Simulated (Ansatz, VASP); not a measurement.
**Two plane-wave programs on CaMn2Bi2**

```xyz
5
Lattice="4.6264 0.0000 0.0000 -2.3132 4.0066 0.0000 0.0000 0.0000 7.7288" Properties=species:S:1:pos:R:3 pbc="T T T"
Bi    0.0000    2.6710    5.8058
Bi    2.3132    1.3355    1.9230
Mn    0.0000    2.6710    2.9313
Mn    2.3132    1.3355    4.7975
Ca    0.0000    0.0000    0.0000
```

The cell is a database's computed one.

Alike in both runs: task single point; functional PBEsol; k mesh 7 × 7 × 4; occupations fermi-dirac, width 0.05 eV; no spin polarisation.

```csv
,VASP,Ansatz
version,VASP 6.6.1,Ansatz 0.2.0
potentials or method,"VASP PAW PBE potentials, release 64 (Bi_d, Mn_pv, Ca_sv)",Ansatz PAW
plane-wave cutoff (eV),520,420
valence electrons in the cell,66,70
```

VASP gave:

```
gap on the k mesh at the Fermi level (eV)       : none
pressure (GPa)                                  : -11.6
largest component of the traceless stress (GPa) : 0.74
rms of the force components (eV/Å)              : 0.697
```

Q: Which values does Ansatz return?

A: gap on the k mesh at the Fermi level (eV): none; pressure (GPa): -11.7; largest component of the traceless stress (GPa): 0.75; rms of the force components (eV/Å): 0.700.

Atom by atom the forces differ by 0.004 eV/Å (rms over components). A gap of «none» marks a metal or a gap that the smearing closes. The two sets of potentials don't hold the same shells in valence.

Caveats: spin-orbit coupling is left out, which moves the levels of the heavy elements; the PAW data sets were made with another functional, which shifts forces and pressure a little (VASP); the PAW data sets come from PBE, with cores solved anew for the run's functional, which leaves a small shift of forces and pressure (Ansatz); forces of over 1 eV/Å show positions far from the minimum, so gaps and moduli don't describe the material at rest (Ansatz). Spin polarisation is off, so any magnetic state and its effect on volume and gap are missing.
